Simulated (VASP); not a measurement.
Data:

```
CELL_PARAMETERS angstrom
      2.05530    -3.55988     0.00000
      2.05530     3.55988     0.00000
      0.00000     0.00000     5.32440
ATOMIC_POSITIONS crystal
  Te 0.33333 0.66667 0.25400
  Te 0.66667 0.33333 0.74600
  Pt 0.00000 0.00000 0.00000
```

Calculation: PBE GGA, VASP's PBE PAW potentials (set 64) (plane waves; VASP). Run with 400 eV cut-off, 2×2×1 Γ-centred mesh, first-order Methfessel-Paxton smearing of 0.10 eV, potentials Te Pt.

Gaps are read on the run's mesh, which can miss a band edge. Unless said otherwise, spin-orbit coupling is left out, though it shifts the bands of the heavy elements here.

Estimate the energy per atom (σ→0), pressure, band gap (on the k-mesh) with the smallest direct gap where there is one.

```json
{
 "band gap (on the k-mesh)": "none (metal, semimetal or under 0.01 eV)",
 "energy per atom (σ→0)": "-4.618 eV/atom",
 "pressure": "-1.95 GPa"
}
```

Only differences to runs with the same potentials and settings are physical.

The compound is PtTe2 in the 1T layered structure. The cell was not relaxed at this level. The k-mesh is coarse (spacing up to 1.18 per Å, 2π included), so the numbers may not be converged in it. The run is one of a series of settings (KPOINTS 2×2×1 Γ-centred mesh against the base run), some of them coarse on purpose.
